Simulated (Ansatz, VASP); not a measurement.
# Ta (Ta(211)): VASP beside Ansatz

One calculation is typed for both programs; each brings its own data sets. How far apart do they land? Of the first pair: The structure shown is the start of the Ansatz relaxation below; VASP solves that cell, so the two are compared at the walk's first step.

Main program and level: Ansatz 0.2.0; plane waves, with VASP 6.6.1 beside it; single point at LDA.

**1. Starting point**

The cell holds 10 atoms: 10 Ta. Its edges and angles: a = 2.867 Å, b = 4.681 Å, c = 28.162 Å, α = 90.0°, β = 90.0°, γ = 90.0°. Vacuum lies along c.

**2. Ansatz: relaxation, LDA**

Ansatz runs on its default PAW (the set named soft_2) files.

The two programs are compared at the cell with which this relaxation starts, whose forces are those of its first step.

Input file input.yaml:

```yaml
crystal:
  lattice:
    - [2.8665440865, 0.0, 0.0]
    - [0.0, 4.6810468915, 0.0]
    - [0.0, 0.0, 28.1617165729]
  atoms:
    - { symbol: Ta, position: [0.6666666667, 0.5, 0.2840735926] }
    - { symbol: Ta, position: [0.3333333333, 0.0, 0.3320572387] }
    - { symbol: Ta, position: [0.0, 0.5, 0.3800408848] }
    - { symbol: Ta, position: [0.6666666667, 0.0, 0.4280245309] }
    - { symbol: Ta, position: [0.3333333333, 0.5, 0.476008177] }
    - { symbol: Ta, position: [0.0, 0.0, 0.523991823] }
    - { symbol: Ta, position: [0.6666666667, 0.5, 0.5719754691] }
    - { symbol: Ta, position: [0.3333333333, 0.0, 0.6199591152] }
    - { symbol: Ta, position: [0.0, 0.5, 0.6679427613] }
    - { symbol: Ta, position: [0.6666666667, 0.0, 0.7159264074] }
hamiltonian:
  xc: lda
kpoints:
  mp_grid: { grid: [12, 8, 1] }
scf:
  occupations: { method: methfessel_paxton, width: 0.1 }
  convergence: { dr2_threshold: 1.0e-09 }
efield:
  axis: 3
  dipole_correction: true
relax:
  f_tol: 0.01
  max_steps: 40
  constraints: [{ sites: [4, 5] }]
output:
  write_potential: true
  write_density: true
  volumetric_format: npy
```

Launch:

```
ansatz run input.yaml --threads 2 --pin off --max-ram 4096MiB --backend cpu --events-out ev --progress --plain --runs-dir out
```

Numbers of over 12 decimals in the logs are rounded to 6 here.

What it wrote:

```text
Engine: ansatz 0.2.0, aarch64-unknown-linux-gnu
Pseudopotentials: kind: paw
Pseudopotential: Ta, paw, valence charge 13, recommended cutoff 420 eV (normal), Ta.paw.azcp
Functional definition: SPW92
  exchange = slater_x
  correlation = pw_c
Crystal: 10 atoms, lattice volume = 377.886 Å³
Basis set: ecut = 420 eV, 7405 PW (Γ)
Bands: 78, of which v1, the nominal top of the filled ones, is band 65 counted from 1 (64 counted from 0)
Symmetry: 2 space group operations
k-points: 35 of 96 (time reversal used)
Non-local potential: Ta, projectors of the file, l = 0: 3, l = 1: 2, l = 2: 2, l = 3: 1
PAW form: soft (Blöchl's): semilocal exchange-correlation on the pseudo side does not see the compensation charge
PAW frozen core: Ta, regenerated for the run's functional, and the local potential with it (the file was generated under x = pbe(κ = 0.804, μ = 0.219515), c = pbe(β = 0.066725))
PAW one-centre angular grid: Ta, 590 points (default); XC on 64 Gauss nodes
Initial density: superposition of atomic densities (neutral atoms: chi_scale 0, normalization atom), corrected by the library's trained network
Initial wavefunctions: pseudopotential atomic-orbital guess
Functional: x = slater, c = lda
SCF iter   1: F=—  HF=-96820.434625 eV  |F-HF|=—  |Δ(HF+E_count)|=         —  Δρ=9.95e-3  dr2=1.36e1  ethr=1.77e-3  p=0.000 e·Å  D=3.14e-12 V/Å  ΔV_dip=-0.00 eV  dr2_dipole=6.47e-8  V_vac-E_F(+/−)=4.75/4.75 eV  ⟨swp⟩=9.8  Hψ=13342  notcnv=0
efield: sawtooth ramp at fractional position 0.9500 (placed from the atoms, in the widest stretch of the axis that holds none; the zero of the levels goes with the place), width 0.1000; the density the first Hamiltonian is built on has a dipole p = 0.000 e·Å; the dipole correction subtracts the counter field D = 3.14e-12 V/Å, which shifts the + side's vacuum level by -0.00 eV against the − side's; the planar-averaged density in the ramp window peaks in size at 6.0e-5 e/Å³
preconditioner: auto → LDOS  [metal: Δε(μ)=0.002 eV  Ē_g=3.634 eV  σ=0.100 eV  W_gap=0.01  n_scr=64 (ndim 8)  ℏωp=13.5 eV  f_vac=0.447  D(μ)=15.59/eV (n_scr^D=142)  β→1.0]
SCF iter   2: F=—  HF=-96820.191143 eV  |F-HF|=—  |Δ(HF+E_count)|=   2.43e-1  S|Δr|=    0.00e0  Δρ=3.28e-3  dr2=1.01e-1  ethr=1.77e-3  p=-0.000 e·Å  D=-1.99e-4 V/Å  ΔV_dip=0.01 eV  dr2_dipole=2.88e-6  V_vac-E_F(+/−)=4.08/4.08 eV  ⟨swp⟩=3.2  Hψ=3546  notcnv=0  defer=127
SCF iter   3: F=—  HF=-96820.188800 eV  |F-HF|=—  |Δ(HF+E_count)|=   2.34e-3  S|Δr|=    0.00e0  Δρ=1.37e-3  dr2=2.45e-2  ethr=7.76e-5  p=0.000 e·Å  D=3.34e-5 V/Å  ΔV_dip=-0.00 eV  dr2_dipole=1.91e-6  V_vac-E_F(+/−)=4.04/4.04 eV  ⟨swp⟩=2.1  Hψ=3676  notcnv=0  defer=158
SCF iter   4: F=—  HF=-96820.186598 eV  |F-HF|=—  |Δ(HF+E_count)|=   2.20e-3  S|Δr|=    0.00e0  Δρ=2.92e-4  dr2=5.43e-4  ethr=1.88e-5  p=-0.000 e·Å  D=-3.61e-5 V/Å  ΔV_dip=0.00 eV  dr2_dipole=3.76e-7  V_vac-E_F(+/−)=3.99/3.99 eV  ⟨swp⟩=2.0  Hψ=3302  notcnv=0  defer=158
SCF iter   5: F=—  HF=-96820.186580 eV  |F-HF|=—  |Δ(HF+E_count)|=   1.75e-5  S|Δr|=    0.00e0  Δρ=5.57e-5  dr2=1.56e-5  ethr=4.17e-7  p=-0.000 e·Å  D=-9.56e-6 V/Å  ΔV_dip=0.00 eV  dr2_dipole=9.30e-8  V_vac-E_F(+/−)=3.99/3.99 eV  ⟨swp⟩=2.8  Hψ=3894  notcnv=0  defer=158
SCF iter   6: F=—  HF=-96820.186584 eV  |F-HF|=—  |Δ(HF+E_count)|=   3.69e-6  S|Δr|=    0.00e0  Δρ=1.67e-5  dr2=1.45e-6  ethr=1.20e-8  p=-0.000 e·Å  D=-2.00e-6 V/Å  ΔV_dip=0.00 eV  dr2_dipole=1.20e-8  V_vac-E_F(+/−)=3.99/3.99 eV  ⟨swp⟩=3.1  Hψ=5063  notcnv=0  defer=158
SCF iter   7: F=—  HF=-96820.186833 eV  |F-HF|=—  |Δ(HF+E_count)|=   2.49e-4  S|Δr|=    0.00e0  Δρ=4.11e-6  dr2=1.01e-7  ethr=1.12e-9  p=-0.000 e·Å  D=-1.86e-6 V/Å  ΔV_dip=0.00 eV  dr2_dipole=2.09e-9  V_vac-E_F(+/−)=3.99/3.99 eV  ⟨swp⟩=2.2  Hψ=4070  notcnv=0  defer=156
SCF iter   8: F=—  HF=-96820.186833 eV  |F-HF|=—  |Δ(HF+E_count)|=   5.38e-8  S|Δr|=    0.00e0  Δρ=1.33e-6  dr2=2.36e-8  ethr=7.80e-11  p=-0.000 e·Å  D=-8.09e-8 V/Å  ΔV_dip=0.00 eV  dr2_dipole=1.02e-9  V_vac-E_F(+/−)=3.99/3.99 eV  ⟨swp⟩=2.6  Hψ=4909  notcnv=0  defer=156
SCF iter   9: F=-96820.186833 eV  HF=-96820.186833 eV  |F-HF|=6.55e-10  |Δ(HF+E_count)|=   1.51e-8  S|Δr|=    0.00e0  Δρ=3.76e-7  dr2=5.34e-10  ethr=1.00e-12  p=-0.000 e·Å  D=-2.51e-7 V/Å  ΔV_dip=0.00 eV  dr2_dipole=9.87e-12  V_vac-E_F(+/−)=3.99/3.99 eV  ⟨swp⟩=8.6  Hψ=18620  notcnv=0
SCF 1 converged in 9 iterations: F = -96820.186833 eV  dr2 = 5.34e-10
  greatest PAW one-centre occupation: 1.000 electrons in one spin orbital (limit 2), on the Ta atom at site 6 (counted from 0), in its partial waves of l = 0
relax step   1: F+E_penalty+E_count = -96820.18683293 eV  Δ(F+E_penalty+E_count) = +0.000e0 eV  max|allowed force component| = 1.830e0 eV/Å  Δτ_max = 0.0000 Å  (9 SCF iters, accepted)
Initial density: handed on by an earlier stage of this run
Initial wavefunctions: those handed on with the density
iter 1 solved again at ethr=1.38e-3 eV; its pass at ethr=3.10e-3 eV (dr2=1.79e0 eV) is discarded
[...]
SCF 8 converged in 7 iterations: F = -96820.888048 eV  dr2 = 8.27e-10
relax step   8: F+E_penalty+E_count = -96820.88804822 eV  Δ(F+E_penalty+E_count) = -8.660e-5 eV  max|allowed force component| = 4.645e-3 eV/Å  Δτ_max = 0.0028 Å  (7 SCF iters, accepted)
NSCF: frozen V_eff on 35 k-points
the band table was solved once a step of the walk had ended and its energy, with any forces and stress, was formed, with the checks that follow a solve (15143 applications of the Hamiltonian). They found nothing against the state; the energy, forces and stress were not computed again (output.eigenvalues in the input reference)
WARN: The output density's exchange-correlation potential varies sharply where the density is thin. Do not read a vacuum level from v_tot or v_xc, or from such a field of the output density. On a cell that repeats whose density bears no net charge and no dipole along the vacuum's axis use v_es (v_loc + v_h of the components); under efield.dipole_correction with no amplitude use v_es + v_field, which holds any externa [...]
SCF converged after 7 iterations
Stability not checked: this state was not tested for a lower state beside it, because cold or Methfessel-Paxton smearing, or corrected tetrahedra, fill the levels in a way that the test cannot read (fill_not_monotonic; see scf.lower_state_search)
Free energy (F): -96820.888048 eV
Harris-Foulkes:  -96820.888048 eV  (|F-HF|=4.37e-10)
Internal energy: -96820.881034 eV  (E = F + TS)
E sigma→0 (E₀):  -96820.886295 eV
Entropy (-TS):   -0.007014 eV (-0.701 meV/atom)
Fermi energy:    6.608136 eV
Dipole field:    D = -0.000000 V/Å  (p = -0.000000 e·Å, saw-weighted, corrected)
Work function:   Φ+ = 4.2711 eV   Φ− = 4.2711 eV
Levels:          The Fermi level and band energies are counted from a zero that moves with the ramp; work functions are not
--- Per-component energies (eV) ---
  E_band       = -2607.619058
  E_kinetic    = 3665.532231
  E_local      = -163290.575820  (includes V_loc(G=0)·N_el)
  E_nonlocal   = 211.962119
  E_hartree    = 80011.889795
  E_xc         = -2165.250122
  E_vxc        = -2036.731288  (∫ρ·V_xc dr)
  E_paw        = -81490.383613  (= ΣΔE_a)
  E_vpaw       = -1181.595899  (= ΣTr[D̂ρ^β])
  E_aug_tail   = 0.001395  (compensation charges beyond the density's cutoff)
  E_efield     = 0.000000  (sawtooth field / dipole correction)
  E_vefield    = -0.000000  (∫n·V_field dr)
  E_ewald      = 66233.353953
  E_core_change = 2.589028  (= ΣΔE_core)
  E_smearing   = -0.007014  (= −TS)
  E_closure    = -0.000000  (closes the sum)
  Σ components = -96820.888048   (vs F -96820.888048, Δ=0.00e0)
--- Forces (eV/Å), atoms counted from 1 ---
  atom   1  Ta    -0.00037108     0.00000000    -0.00224630
  atom   2  Ta    -0.00464481     0.00000000    -0.00053948
  atom   3  Ta     0.00146495     0.00000000     0.00120861
  atom   4  Ta     0.00250259     0.00000000     0.00045032
  atom   5  Ta     0.05329881     0.00000000     0.19598530
  atom   6  Ta    -0.05327467     0.00000000    -0.19600154
  atom   7  Ta    -0.00247920     0.00000000    -0.00043646
  atom   8  Ta    -0.00146230     0.00000000    -0.00122004
  atom   9  Ta     0.00463281     0.00000000     0.00055120
  atom  10  Ta     0.00036218     0.00000000     0.00224922
  max |Σ_I F_I| component: 2.93e-5 eV/Å
--- Band table (eV; the first three rows and the last of 35) ---
  k-point 0: bands = [... 61 lower, 6.2653, 6.3742, 6.6776, 6.7221, 6.8503, 7.1094, 7.1914, 7.2849, ... 9 higher]
  k-point 1: bands = [... 61 lower, 6.4128, 6.4906, 6.6279, 6.7659, 6.8492, 6.9845, 7.1336, 7.2303, ... 9 higher]
  k-point 2: bands = [... 61 lower, 6.5824, 6.6080, 6.6359, 6.7423, 6.8494, 6.9663, 7.0398, 7.2843, ... 9 higher]
  k-point 34: bands = [... 61 lower, 6.3859, 6.6210, 6.6210, 7.0048, 7.0049, 7.1978, 7.1978, 7.9134, ... 9 higher]
--- Relaxed structure (8 steps of the walk, 7 accepted, 0 SCFs on fresh bases) ---
  F+E_penalty+E_count = -96820.88804822 eV   max|allowed force component| = 4.645e-3 eV/Å
  atoms:
    - { symbol: Ta, position: [0.739389, 0.500000, 0.298362] }
    - { symbol: Ta, position: [0.330556, 0.0, 0.336727] }
    - { symbol: Ta, position: [0.018379, 0.500000, 0.385037] }
    - { symbol: Ta, position: [0.674346, 0.0, 0.430554] }
    - { symbol: Ta, position: [0.3333333333, 0.500000, 0.476008] }
    - { symbol: Ta, position: [0.0, 0.0, 0.523992] }
    - { symbol: Ta, position: [0.658989, 0.500000, 0.569446] }
    - { symbol: Ta, position: [0.314959, 0.0, 0.614963] }
    - { symbol: Ta, position: [0.00278502, 0.500000, 0.663272] }
    - { symbol: Ta, position: [0.593958, 0.0, 0.701638] }
```

(Continued in part 2 of 2.)

[Lines on the potential files, build, host, timing and source positions are cut from VASP's logs without a mark.]

[Logs are printed without paths, hosts, clocks, repeated set-up lines and the standing remarks that a program may print on its own settings, such as how far it seeks lower states.]

[Hosts, paths, dates, database ids (printed as entryN), source tags and the programs' standing remarks are cut or masked in the printed files.]
